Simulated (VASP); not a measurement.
Level of theory: PBE GGA, VASP's PBE PAW potentials (set 64) (plane waves; VASP).

VASP input:

File POSCAR:
```
PbS
1
    0.0000000000     3.0019069061     3.0019069061
    3.0019069061     0.0000000000     3.0019069061
    3.0019069061     3.0019069061     0.0000000000
Pb S
1 1
Direct
  0.0000000000   0.0000000000   0.0000000000
  0.5000000000   0.5000000000   0.5000000000
```

INCAR:
```
ALGO = Normal
EDIFF = 1E-7
ENCUT = 400
GGA = PE
ICHARG = 11
ISMEAR = 0
LASPH = .TRUE.
LCHARG = .FALSE.
LMAXMIX = 4
LORBIT = 11
LREAL = .FALSE.
LWAVE = .FALSE.
NELM = 100
PREC = Accurate
SIGMA = 0.05
SYSTEM = PbS
```

KPOINTS:
```
k-points along high-symmetry lines
15
Line-mode
Reciprocal
  0.000000   0.000000   0.000000 ! GAMMA
  0.500000   0.000000   0.500000 ! X

  0.500000   0.000000   0.500000 ! X
  0.625000   0.250000   0.625000 ! U

  0.375000   0.375000   0.750000 ! K
  0.000000   0.000000   0.000000 ! GAMMA

  0.000000   0.000000   0.000000 ! GAMMA
  0.500000   0.500000   0.500000 ! L

  0.500000   0.500000   0.500000 ! L
  0.500000   0.250000   0.750000 ! W

  0.500000   0.250000   0.750000 ! W
  0.500000   0.000000   0.500000 ! X
```

POTCAR, in this order: Pb_d S (PBE.64 set). Program: vasp_std. Read from the step before: CHGCAR.

Output of the run:

OSZICAR:
```
       N       E                     dE             d eps       ncg     rms          rms(c)
DAV:   1     0.144919228869E+03    0.14492E+03   -0.85778E+03  2544   0.123E+03
DAV:   2     0.189548659501E+01   -0.14302E+03   -0.14001E+03  2766   0.326E+02
DAV:   3    -0.911910442410E+01   -0.11015E+02   -0.10876E+02  3294   0.973E+01
DAV:   4    -0.939686952426E+01   -0.27777E+00   -0.27764E+00  2892   0.184E+01
DAV:   5    -0.940683753802E+01   -0.99680E-02   -0.99678E-02  3538   0.323E+00
DAV:   6    -0.940722350882E+01   -0.38597E-03   -0.38597E-03  3360   0.542E-01
DAV:   7    -0.940722651304E+01   -0.30042E-05   -0.30042E-05  3568   0.497E-02
DAV:   8    -0.940722659849E+01   -0.85454E-07   -0.85446E-07  2948   0.649E-03
   1 F= -.94072266E+01 E0= -.94072266E+01  d E =-.345720E-11
```

OUTCAR:
```
 val. band max:        5.3158694605   @ k =   0.5000   0.5000   0.5000

 cond. band min:       5.8064747740   @ k =   0.5000   0.5000   0.5000



 k-point     1 :       0.0000    0.0000    0.0000
  band No.  band energies     occupation
      1     -11.4173      2.00000
      2     -11.4173      2.00000
      3     -11.4173      2.00000
      4     -11.4001      2.00000
      5     -11.4001      2.00000
      6      -7.9238      2.00000
      7      -0.7495      2.00000
      8       3.3578      2.00000
      9       3.3578      2.00000
     10       3.3578      2.00000
     11      10.4567      0.00000
     12      10.4567      0.00000
     13      10.4567      0.00000
     14      12.1739      0.00000

 k-point     2 :       0.0357    0.0000    0.0357
  band No.  band energies     occupation
      1     -11.4176      2.00000
      2     -11.4167      2.00000
      3     -11.4167      2.00000
      4     -11.4008      2.00000
      5     -11.3998      2.00000
      6      -7.9099      2.00000
      7      -0.7960      2.00000
      8       3.3414      2.00000
      9       3.3414      2.00000
     10       3.4336      2.00000
     11      10.1761      0.00000
     12      10.4126      0.00000
     13      10.4126      0.00000
     14      12.0574      0.00000

 k-point     3 :       0.0714    0.0000    0.0714
  band No.  band energies     occupation
      1     -11.4184      2.00000
      2     -11.4148      2.00000
      3     -11.4148      2.00000
      4     -11.4032      2.00000
      5     -11.3990      2.00000
      6      -7.8684      2.00000
      7      -0.9228      2.00000
      8       3.2932      2.00000
      9       3.2932      2.00000
     10       3.6420      2.00000
     11       9.5255      0.00000
     12      10.3133      0.00000
     13      10.3133      0.00000
     14      11.7790      0.00000

 k-point     4 :       0.1071    0.0000    0.1071
  band No.  band energies     occupation
      1     -11.4197      2.00000
...
```

The density is held fixed in this step, so its total energy and stress have no physical meaning. Unless said otherwise, spin-orbit coupling is left out, though it shifts the bands of the heavy elements here.

The compound is PbS in the rock salt structure. It was relaxed first.
